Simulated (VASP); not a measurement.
A VASP calculation is set up with these files.

File POSCAR:
```
NaCl
1
    0.0000000000     2.3616822485     2.3616822485
    2.3616822485     0.0000000000     2.3616822485
    2.3616822485     2.3616822485    -0.0000000000
Na Cl
1 1
Direct
  1.0000000000   0.0000000000   1.0000000000
  0.5000000000   0.5000000000   0.5000000000
```

INCAR:
```
SYSTEM = NaCl
PREC = Accurate
ENCUT = 500
EDIFF = 1E-6
NELM = 100
ALGO = Normal
LREAL = .FALSE.
LASPH = .TRUE.
ISMEAR = 0
SIGMA = 0.05
GGA = PS
LWAVE = .FALSE.
LCHARG = .FALSE.
IBRION = 2
ISIF = 3
NSW = 40
EDIFFG = -0.02
PSTRESS = 450
```

File KPOINTS:
```
Automatic mesh
0
Gamma
10 10 10
0 0 0
```

POTCAR, in this order: Na_pv Cl (PBE.64 set). Program: vasp_std.

**Question.** Translate this PBEsol calculation to Ansatz.

**Answer.** One equivalent input (not run):
Ansatz 0.2 input:
```yaml
crystal:
  lattice:
    - [0.0000000, 2.3616822, 2.3616822]
    - [2.3616822, 0.0000000, 2.3616822]
    - [2.3616822, 2.3616822, 0.0000000]
  atoms:
    - { symbol: Na, position: [1.0000000, 0.0000000, 1.0000000] }
    - { symbol: Cl, position: [0.5000000, 0.5000000, 0.5000000] }
kpoints:
  mp_grid: { grid: [10, 10, 10] }
hamiltonian:
  xc: pbesol
  pseudopotentials: { kind: paw }
scf:
  occupations: { method: gaussian, width: 0.05 }
  max_iter: 100
relax:
  max_steps: 40
  f_tol: 0.02
  cell: { p_target: 45 }
output: { forces: true, stress: true, eigenvalues: true }
```
The two are equivalent in intent, not identical: each code has its own PAW files, so the cut-off isn't converted (ENCUT is set for VASP's; basis.ecutwfc is left out, and Ansatz then takes the one that its files recommend); Ansatz stops its SCF on the density residual and VASP on the energy change (EDIFF).

The compound is NaCl in the rock salt structure. It was relaxed first under an external pressure of 45 GPa.
